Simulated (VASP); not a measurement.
```yaml
crystal:
  lattice:
    - [0.00000, 2.96389, 2.96389]
    - [3.08739, 0.00000, 2.96389]
    - [3.08739, 2.96389, 0.00000]
  atoms:
    - { symbol: Pb, position: [0.00000, 0.00000, 0.00000] }
    - { symbol: Se, position: [0.50000, 0.50000, 0.50000] }
```

All values below come from r2SCAN meta-GGA, VASP's PBE PAW potentials (set 64) (plane waves; VASP). Run with 480 eV cut-off, 8×8×8 Γ-centred mesh, Gaussian smearing of 0.050 eV, potentials Pb_d Se.

Task: Give the stress tensor in GPa (positive for a compressed cell).

Result: 
```
1.20  0.00  0.00
0.00  7.60  0.00
0.00  0.00  7.60
```
The pressure is its mean diagonal, 5.47 GPa.

The compound is PbSe in the rock salt structure. This cell was strained or had an atom moved on purpose.
